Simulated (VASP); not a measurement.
Consider the following.

```
CELL_PARAMETERS angstrom
     -2.65448     2.65448     5.25705
      2.65448    -2.65448     5.25705
      2.65448     2.65448    -5.25705
ATOMIC_POSITIONS crystal
  Ga 0.50000 0.50000 0.00000
  Ga 0.25000 0.75000 0.50000
  Cu 0.00000 0.00000 0.00000
  Cu 0.75000 0.25000 0.50000
  Se 0.87500 0.88367 0.50867
  Se 0.11633 0.62500 0.99133
  Se 0.37500 0.36633 0.49133
  Se 0.63367 0.12500 0.00867
```

All values below come from PBE GGA, VASP's PBE PAW potentials (set 64) (plane waves; VASP 6.6.1). Run with 500 eV cut-off, 6×6×6 Γ-centred mesh, Gaussian smearing of 0.050 eV, potentials Ga_d Cu Se.

### Question
What does the run give for the energy per atom (σ→0), pressure, band gap (on the k-mesh) with the smallest direct gap where there is one?

### Answer

The band gap (on the k-mesh) comes out as 0.94 eV, the smallest direct gap (on the k-mesh) is 0.94 eV and the energy per atom (σ→0) is -3.676 eV/atom. The pressure is 19.93 GPa.

Total energies compare only between runs with the same potentials, cut-off and functional.

The compound is CuGaSe2 in the chalcopyrite structure. It was relaxed first under an external pressure of 20 GPa.
